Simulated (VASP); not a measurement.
# PrMnIn (P-6m2) in VASP: reference runs

How does PrMnIn come out in PBE? The cell is run as given.

Everything below comes from runs of VASP 6.6.1. Logs are shortened: lines on timing, memory, paths and dates and some standing lists are left out, and cuts for length are marked.

## Step 1: The structure

The structure is hexagonal, space group P-6m2 (No. 187). The conventional cell has a = 4.840 Å, b = 4.840 Å, c = 3.780 Å, α = 90.00°, β = 90.00°, γ = 120.00°. Pr (site symmetry -6m2) is surrounded by 6 In at 3.37 Å and 6 Mn at 3.37 Å and 2 Pr at 3.78 Å. In (site symmetry -6m2) has 3 Mn at 2.79 Å as nearest neighbours. Mn (site symmetry -6m2) is surrounded by 3 In at 2.79 Å.

The cell comes from a database or a generator and needn't be the stable form of this composition.

## Step 2: Single point, PBE, collinear spin, ferromagnetic start

Input file INCAR:

```
ALGO = Normal
EDIFF = 1E-7
ENCUT = 520
GGA = PE
ISIF = 2
ISMEAR = -1
ISPIN = 2
LASPH = T
LCHARG = T
LELF = T
LMAXMIX = 6
LORBIT = 11
LREAL = F
LVHAR = T
LWAVE = F
MAGMOM = 2 0 4
NBANDS = 30
NELM = 100
PREC = Accurate
SIGMA = 0.05
```

Input file KPOINTS:

```
k-points
0
Gamma
  6 6 7
```

Input file POSCAR:

```
PrMnIn
1.0
    4.8398082793      0.0000000000      0.0000000000
   -2.4199041397      4.1913969194      0.0000000000
    0.0000000000      0.0000000000      3.7802780000
Pr In Mn
1 1 1
Direct
    0.0000000000      0.0000000000      0.0000000000
    0.6666666667      0.3333333333      0.5000000000
    0.3333333333      0.6666666667      0.5000000000
```

Potentials or basis: VASP PAW PBE potentials, release 64 (Pr, In_d, Mn_pv).

Started as:

```sh
cat potpaw_PBE.64/Pr/POTCAR potpaw_PBE.64/In_d/POTCAR potpaw_PBE.64/Mn_pv/POTCAR > POTCAR
mpirun -np 1 vasp_std > vasp.out
```

OUTCAR:

```text
EDIFF = 1E-7
   ENCUT = 520
   GGA = PE
   ISIF = 2
   ISMEAR = -1
   ISPIN = 2
   LASPH = T
   LORBIT = 11
   LREAL = F
   NELM = 100
   PREC = Accurate

 ion  position               nearest neighbor table
   1  0.000  0.000  0.000-   2 3.37   2 3.37   2 3.37   2 3.37   2 3.37   2 3.37
   2  0.667  0.333  0.500-   3 2.79   3 2.79   3 2.79   1 3.37   1 3.37   1 3.37   1 3.37   1 3.37
                             1 3.37
   3  0.333  0.667  0.500-   2 2.79   2 2.79   2 2.79

  LATTYP: Found a hexagonal cell.
 ALAT       =     4.8398082793
 C/A-ratio  =     0.7810801135

  Lattice vectors:

 A1 = (   4.8398082793,   0.0000000000,   0.0000000000)
 A2 = (  -2.4199041397,   4.1913969194,   0.0000000000)
 A3 = (   0.0000000000,   0.0000000000,   3.7802780000)

Analysis of symmetry for initial positions (statically):
=====================================================================
 Subroutine PRICEL returns:
 Original cell was already a primitive cell.

 Routine SETGRP: Setting up the symmetry group for a
 hexagonal supercell.

 Subroutine GETGRP returns: Found 12 space group operations
 (whereof 12 operations were pure point group operations)
 out of a pool of 24 trial point group operations.

The static configuration has the point symmetry D_3h.

Analysis of symmetry for dynamics (positions and initial velocities):
=====================================================================
 Subroutine PRICEL returns:
 Original cell was already a primitive cell.

 Routine SETGRP: Setting up the symmetry group for a
 hexagonal supercell.

 Subroutine GETGRP returns: Found 12 space group operations
 (whereof 12 operations were pure point group operations)
 out of a pool of 24 trial point group operations.

The dynamic configuration has the point symmetry D_3h.

Analysis of structural, dynamic, and magnetic symmetry:
=====================================================================
 Subroutine PRICEL returns:
 Original cell was already a primitive cell.

 Routine SETGRP: Setting up the symmetry group for a
 hexagonal supercell.

 Subroutine GETGRP returns: Found 12 space group operations
 (whereof 12 operations were pure point group operations)
 out of a pool of 24 trial point group operations.

The overall configuration has the point symmetry D_3h.

 Subroutine INISYM returns: Found 12 space group operations
 (whereof 12 operations are pure point group operations),
 and found     1 'primitive' translations

----------------------------------------------------------------------------------------

                                     Primitive cell

  volume of cell :      76.6850

  direct lattice vectors                    reciprocal lattice vectors
     4.839808279  0.000000000  0.000000000     0.206619755  0.119291971  0.000000000
    -2.419904140  4.191396919  0.000000000     0.000000000  0.238583942  0.000000000
     0.000000000  0.000000000  3.780278000     0.000000000  0.000000000  0.264530810

  length of vectors
     4.839808279  4.839808279  3.780278000     0.238583942  0.238583942  0.264530810

  position of ions in fractional coordinates (direct lattice)
     0.000000000  0.000000000  0.000000000
     0.666666667  0.333333333  0.500000000
     0.333333333  0.666666667  0.500000000

  ion indices of the primitive-cell ions
   primitive index   ion index
                 1           1
                 2           2
                 3           3

----------------------------------------------------------------------------------------

 KPOINTS: k-points

Automatic generation of k-mesh.
 Grid dimensions read from file:
 generate k-points for:    6    6    7

 Generating k-lattice:

  Cartesian coordinates                     Fractional coordinates (reciprocal lattice)
     0.034436626  0.019881995  0.000000000     0.166666667  0.000000000  0.000000000
     0.000000000  0.039763990  0.000000000     0.000000000  0.166666667  0.000000000
     0.000000000  0.000000000  0.037790116     0.000000000  0.000000000  0.142857143

  Length of vectors
     0.039763990  0.039763990  0.037790116

  Shift w.r.t. Gamma in fractional coordinates (k-lattice)
     0.000000000  0.000000000  0.000000000

 Subroutine IBZKPT returns following result:
 ===========================================

 Found     28 irreducible k-points:

 Following reciprocal coordinates:
            Coordinates               Weight
  0.000000  0.000000  0.000000      1.000000
  0.166667  0.000000  0.000000      6.000000
  0.333333  0.000000  0.000000      6.000000
  0.500000 -0.000000  0.000000      3.000000
  0.166667  0.166667  0.000000      6.000000
  0.333333  0.166667  0.000000     12.000000
[... 16 lines left out ...]
  0.166667  0.000000  0.428571     12.000000
  0.333333  0.000000  0.428571     12.000000
 [... further k-points ...]
   k-points           NKPTS =     28   k-points in BZ     NKDIM =     28   number of bands    NBANDS=     30
   number of dos      NEDOS =    301   number of ions     NIONS =      3
   total plane-waves  NPLWV =  36288
   dimension x,y,z NGX =    36 NGY =   36 NGZ =   28
   dimension x,y,z NGXF=    72 NGYF=   72 NGZF=   56
   ions per type =               1   1   1
   NGX,Y,Z   is equivalent  to a cutoff of  12.37, 12.37, 12.31 a.u.
   NGXF,Y,Z  is equivalent  to a cutoff of  24.73, 24.73, 24.63 a.u.
 SYSTEM =  unknown system
   PREC   = accura    normal or accurate (medium, high low for compatibility)
   ISTART =      0    job   : 0-new  1-cont  2-samecut
   ICHARG =      2    charge: 1-file 2-atom 10-const
   ISPIN  =      2    spin polarized calculation?
   LNONCOLLINEAR =      F non collinear calculations
   LSORBIT =      F    spin-orbit coupling
   LASPH  =      T    aspherical Exc in radial PAW
   ENCUT  =  520.0 eV  38.22 Ry    6.18 a.u.   9.00  9.00  7.03*2*pi/ulx,y,z
   NELM   =    100;   NELMIN=  2; NELMDL= -5     # of ELM steps
   EDIFF  = 0.1E-06   stopping-criterion for ELM
   LREAL  =      F    real-space projection
   EDIFFG = 0.1E-05   stopping-criterion for IOM
   NSW    =      0    number of steps for IOM
   IBRION =     -1    ionic relax: 0-MD 1-quasi-New 2-CG
   NFREE  =      0    steps in history (QN), initial steepest desc. (CG)
   ISIF   =      2    stress and relaxation
   ISYM   =      2    0-nonsym 1-usesym 2-fastsym
   POTIM  = 0.5000    time-step for ionic-motion
   TEBEG  =    0.0;   TEEND  =   0.0 temperature during run
   PSTRESS=    0.0 pullay stress
   NELECT =      39.0000    total number of electrons
   NUPDOWN=      -1.0000    fix difference up-down
   EMIN   =  10.00;   EMAX   =-10.00  energy-range for DOS
   EFERMI =   0.00;   METHOD = LEGACY
   ISMEAR =    -1;   SIGMA  =   0.05  broadening in eV -4-tet -1-fermi 0-gaus
   EFERMI_NEDOS =   21; number of points for ismear=-14 and -15
   IALGO  =     38    algorithm
   IMIX   =      4    mixing-type and parameters
     AMIX     =   0.40;   BMIX     =  1.00
     AMIX_MAG =   1.60;   BMIX_MAG =  1.00
  volume/ion in A,a.u.               =      25.56       172.50
  Fermi-wavevector in a.u.,A,eV,Ry     =   1.306751  2.469401 23.233280  1.707598
  Thomas-Fermi vector in A             =   2.437532
   LORBIT       =     11    0 simple, 1 ext, 2 COOP (PROOUT), +10 PAW based schemes
   GGA     = PE    functional components
   LHFCALC =     F    Hartree Fock is set to
   AEXX    =    0.0000 exact exchange contribution
   IVDW    =     0    specifies the selected vdW correction
   LEPSILON=     F    determine dielectric tensor
   LRPA    =     F    only Hartree local field effects (RPA)
 spin polarized calculation
  energy-cutoff  :      520.00
  volume of cell :       76.69
 maximum number of plane-waves:      2091
 NGX is ok and might be reduce to    36
   NGX = 17   NGY = 17   NGZ = 15

 number of electron      39.0000004 magnetization      -0.2284640

 number of electron      39.0000004 magnetization       1.2662075

 Free energy of the ion-electron system (eV)
  ---------------------------------------------------
  ext. energy  EPLUGINS =         0.00000000
  ---------------------------------------------------
  free energy    TOTEN  =       -17.24812164 eV

  energy without entropy =      -17.14920096  energy(sigma->0) =      -17.19866130

 E-fermi :   6.4722     XC(G=0): -10.3900

 val. band max:        6.4719977083   @ k =   0.3333   0.0000   0.4286
 cond. band min:       6.4748665291   @ k =   0.5000  -0.0000   0.4286
 fundamental gap:      0.0028688208
 Fermi energy:         6.4722179347

 spin component 1

 k-point     1 :       0.0000    0.0000    0.0000
  band No.  band energies     occupation
      1     -43.5242      1.00000
      2     -43.5242      1.00000
      3     -43.5218      1.00000
      4     -28.3859      1.00000
      5     -10.6243      1.00000
      6     -10.6243      1.00000
[... 781 lines left out ...]
     29       8.6100      0.00000
     30       9.8416      0.00000

 [... further k-points ...]

 spin component 2

 k-point     1 :       0.0000    0.0000    0.0000
  band No.  band energies     occupation
      1     -39.5948      1.00000
      2     -39.5948      1.00000
      3     -39.5567      1.00000
      4     -29.4652      1.00000
      5     -11.4625      1.00000
      6     -11.4625      1.00000
[... 781 lines left out ...]
     29       8.2365      0.00000
     30       9.7168      0.00000

 [... further k-points ...]

------------------------ aborting loop because EDIFF is reached ----------------------------------------

  FORCE on cell =-STRESS in cart. coord.  units (eV):
  Direction    XX          YY          ZZ          XY          YZ          ZX
  --------------------------------------------------------------------------------------
  -------------------------------------------------------------------------------------
  Total       -0.3624666     -0.3624666     -1.2265416      0.0000000      0.0000000      0.0000000
  in kB       -7.5729985     -7.5729985    -25.6260795      0.0000000      0.0000000      0.0000000
  external PRESSURE =     -13.5906921 kB  Pullay stress =       0.0000000 kB

 VOLUME and BASIS-vectors are now :
 -----------------------------------------------------------------------------
  energy-cutoff  :      520.00
  volume of cell :       76.69
      direct lattice vectors                 reciprocal lattice vectors
     4.839808279  0.000000000  0.000000000     0.206619755  0.119291971  0.000000000
    -2.419904140  4.191396919  0.000000000     0.000000000  0.238583942  0.000000000
     0.000000000  0.000000000  3.780278000     0.000000000  0.000000000  0.264530810

 POSITION                                       TOTAL-FORCE (eV/Angst)
 -----------------------------------------------------------------------------------
      0.00000      0.00000      0.00000        -0.000000      0.000000      0.000000
      2.41990      1.39713      1.89014        -0.000000      0.000000      0.000000
     -0.00000      2.79426      1.89014         0.000000      0.000000      0.000000
 -----------------------------------------------------------------------------------
    total drift:                               -0.000001      0.000000     -0.000000

  FREE ENERGIE OF THE ION-ELECTRON SYSTEM (eV)
  ---------------------------------------------------
  free  energy   TOTEN  =       -17.2481216413 eV

  energy  without entropy=      -17.1492009646  energy(sigma->0) =      -17.19866130

 total charge

# of ion       s       p       d       f       tot
--------------------------------------------------
    1        1.967   5.340   0.500   2.149   9.956
    2        0.920   0.788   9.826   0.000  11.535
    3        0.331   6.174   4.916   0.000  11.421
--------------------------------------------------
tot          3.219  12.302  15.242   2.149  32.912

 magnetization (x)

# of ion       s       p       d       f       tot
--------------------------------------------------
    1        0.011   0.036  -0.132  -2.051  -2.136
    2        0.001  -0.044   0.001   0.000  -0.042
    3        0.050   0.027   3.689   0.000   3.765
--------------------------------------------------
tot          0.062   0.018   3.557  -2.051   1.587
```

Run time: 3.2 min. Hardware: 1 thread of AMD EPYC 9R45 (Zen 5), shared host; peak memory 0.27 GiB.

What came out:

| Property | Result |
| --- | --- |
| Free energy | -17.2481 eV |
| Pressure | -1.4 GPa |
| Band gap on the k mesh | none (metal or under the smearing width) |
| Net moment | 1.27 μB per cell |
| Site moments | Pr -2.14; In -0.04; Mn +3.77 μB |
| Valence electrons inside the program's atomic spheres | Pr 9.96; In 11.54; Mn 11.42 |

Stress tensor (GPa, compression positive):
```
-0.76  0.00  0.00
 0.00 -0.76  0.00
 0.00  0.00 -2.56
```

Levels at points of the mesh, in eV from the Fermi level:
Spin up:
```csv
k point,band 16,band 17,band 18,band 19,band 20,band 21,band 22,band 23,band 24,band 25
"(0.00, 0.00, 0.00)",-2.78,-2.44,-2.44,-0.27,-0.27,0.68,1.29,1.52,1.52,1.56
"(0.50, 0.00, 0.00)",-2.59,-2.47,-2.46,-2.39,0.09,0.63,1.49,1.52,1.56,1.58
```
Spin down:
```tsv
k point	band 17	band 18	band 19	band 20	band 21	band 22
(0.00, 0.00, 0.00)	-0.15	-0.04	-0.04	0.07	0.11	0.11
(0.50, 0.00, 0.00)	-0.16	-0.13	0.04	0.18	0.19	0.26
```

Caveat: the magnetic or orbital state may not be the lowest; spin-orbit coupling is left out, which moves the levels of the heavy elements; without U or exact exchange the open f shell lies at the Fermi level, which spoils levels, moments and volumes.
